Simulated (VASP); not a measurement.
Calculation: PBEsol GGA, VASP's PBE PAW potentials (set 64) (plane waves; VASP).

VASP input:

INCAR:
```
SYSTEM  =  Li2HfN2
PREC  =  Accurate; ENCUT  =  520; LREAL  =  F
LASPH  =  T
EDIFF  =  1E-6; NELM  =  100; ALGO  =  Normal
LMAXMIX  =  6
ISMEAR  =  0; SIGMA  =  0.05
GGA  =  PS
IBRION  =  2; NSW  =  60; ISIF  =  3
EDIFFG  =  -0.02
LWAVE  =  F; LCHARG  =  F
```

### KPOINTS
```
Automatic mesh
0
Gamma
7 7 4
0 0 0
```

File POSCAR:
```
Li2HfN2
1.0
  3.2253709205   0.0000000000   0.0000000000
 -1.6126854603   2.7932530004   0.0000000000
  0.0000000000   0.0000000000   5.4108053724
Li Hf N
2 1 2
Direct
  0.6666670000   0.3333330000   0.3826008039
  0.3333330000   0.6666670000   0.6173991961
  0.0000000000   0.0000000000   0.0000000000
  0.6666670000   0.3333330000   0.7798413972
  0.3333330000   0.6666670000   0.2201586028
```

POTCAR, in this order: Li_sv Hf_pv N (PBE.64 set). Program: vasp_std.

Output

OSZICAR:
```
       N       E                     dE             d eps       ncg     rms          rms(c)
DAV:   1     0.127287556695E+03    0.12729E+03   -0.13870E+04   952   0.160E+03
DAV:   2    -0.326130793073E+02   -0.15990E+03   -0.15624E+03  1237   0.363E+02
DAV:   3    -0.438152383276E+02   -0.11202E+02   -0.11180E+02  1739   0.730E+01
DAV:   4    -0.441375844840E+02   -0.32235E+00   -0.32216E+00  1285   0.133E+01
DAV:   5    -0.441481307250E+02   -0.10546E-01   -0.10545E-01  1542   0.180E+00    0.563E+01
DAV:   6    -0.383005999413E+02    0.58475E+01   -0.38650E+01  1090   0.311E+01    0.488E+01
DAV:   7    -0.381612901686E+02    0.13931E+00   -0.19580E+00  1259   0.955E+00    0.303E+01
DAV:   8    -0.381388437685E+02    0.22446E-01   -0.24799E-01  1181   0.386E+00    0.762E+00
DAV:   9    -0.381206457655E+02    0.18198E-01   -0.73508E-02  1049   0.175E+00    0.266E+00
DAV:  10    -0.381207164732E+02   -0.70708E-04   -0.72529E-03  1496   0.540E-01    0.939E-02
DAV:  11    -0.381206321657E+02    0.84308E-04   -0.76579E-04  1198   0.172E-01    0.326E-01
DAV:  12    -0.381206513881E+02   -0.19222E-04   -0.13395E-04  1355   0.798E-02    0.128E-02
DAV:  13    -0.381206513099E+02    0.78216E-07   -0.18565E-05  1155   0.294E-02    0.239E-02
DAV:  14    -0.381206513232E+02   -0.13259E-07   -0.69191E-07   600   0.710E-03
   1 F= -.38120651E+02 E0= -.38120651E+02  d E =-.381207E+02
       N       E                     dE             d eps       ncg     rms          rms(c)
DAV:   1    -0.381207904277E+02   -0.13912E-03   -0.37981E-02   952   0.169E+00    0.592E-02
DAV:   2    -0.381208102641E+02   -0.19836E-04   -0.52128E-04  1289   0.172E-01    0.638E-02
DAV:   3    -0.381208054315E+02    0.48326E-05   -0.13183E-05  1380   0.280E-02    0.440E-02
DAV:   4    -0.381207995035E+02    0.59280E-05   -0.12334E-05  1188   0.277E-02    0.863E-03
DAV:   5    -0.381207995950E+02   -0.91482E-07   -0.89296E-07   486   0.776E-03
   2 F= -.38120800E+02 E0= -.38120800E+02  d E =-.148272E-03
```

### OUTCAR
```
------------------------ aborting loop because EDIFF is reached ----------------------------------------
  FORCE on cell =-STRESS in cart. coord.  units (eV):
  Direction    XX          YY          ZZ          XY          YZ          ZX
  --------------------------------------------------------------------------------------
  Total       -0.0206226     -0.0206226      0.0034785      0.0000000      0.0000000      0.0000000
  in kB       -0.6780288     -0.6780287      0.1143659      0.0000000      0.0000000      0.0000000
  external PRESSURE =      -0.4138972 kB  Pullay stress =       0.0000000 kB
  volume of cell :       48.73
      direct lattice vectors                 reciprocal lattice vectors
     3.223962314  0.000000000 -0.000000000     0.310177323  0.179080971  0.000000000
    -1.611981157  2.792033112  0.000000000    -0.000000000  0.358161941 -0.000000000
    -0.000000000  0.000000000  5.413723155     0.000000000 -0.000000000  0.184715762
 POSITION                                       TOTAL-FORCE (eV/Angst)
 -----------------------------------------------------------------------------------
      1.61198      0.93068      2.07021        -0.000000      0.000000     -0.013002
     -0.00000      1.86136      3.34352         0.000000     -0.000000      0.013002
     -0.00000      0.00000      5.41372         0.000000      0.000000      0.000000
      1.61198      0.93068      4.22006        -0.000000     -0.000000      0.000595
     -0.00000      1.86136      1.19366         0.000000      0.000000     -0.000595
 -----------------------------------------------------------------------------------
    total drift:                                0.000000      0.000000      0.000000
  FREE ENERGIE OF THE ION-ELECTRON SYSTEM (eV)
  ---------------------------------------------------
  free  energy   TOTEN  =       -38.1207995950 eV

  energy  without entropy=      -38.1207995950  energy(sigma->0) =      -38.12079959

 reached required accuracy - stopping structural energy minimisation
```
(Selected blocks of OUTCAR.)

**CONTCAR**
```
Li2HfN2
   1.00000000000000
     3.2239623144479195    0.0000000000000252   -0.0000000000000000
    -1.6119811572739162    2.7920331119759174    0.0000000000000000
    -0.0000000000000000    0.0000000000000000    5.4137231545842326
  Li              Hf              N
     2     1     2
Direct
     0.6666669999999968    0.3333330000000032    0.3823998134688309
     0.3333330000000032    0.6666669999999968    0.6176001865311691
     0.0000000000000000    0.0000000000000000    1.0000000000000000
     0.6666669999999968    0.3333330000000032    0.7795116537384812
     0.3333330000000032    0.6666669999999968    0.2204883462615189
```

The structure comes from a computed database's Li2HfN2 entry (P-3m1); how it stands against other phases isn't given here. This run relaxes it. Symmetry was kept, so distortions that lower it aren't found. The start is the result of an earlier pass.
